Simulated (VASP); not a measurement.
Data:

```
CuCl
1.0
    0.00000     2.68670     2.68670
    2.68670     0.00000     2.68670
    2.68670     2.68670     0.00000
Cu Cl
1 1
Cartesian
  0.00000   0.00000   0.00000
  1.34335   1.34335   1.34335
```

The numbers are results of rev-vdW-DF2, VASP's PBE PAW potentials (set 64) (plane waves; VASP), not measurements. Numerical set-up: 520 eV cut-off, 9×9×9 Γ-centred mesh, Gaussian smearing of 0.050 eV, potentials Cu Cl.

Task: Estimate the energy per atom (σ→0), band gap (on the k-mesh) with the smallest direct gap where there is one.

Result: 
```
Quantity                                              Value
-----------------------------------  ----------------------
band gap (on the k-mesh)                            0.54 eV
smallest direct gap (on the k-mesh)                 0.54 eV
energy per atom (σ→0)                -114.2 kJ/mol of atoms
```

Total energies compare only between runs with the same potentials, cut-off and functional.

The compound is CuCl in the zinc blende structure. It was relaxed first.
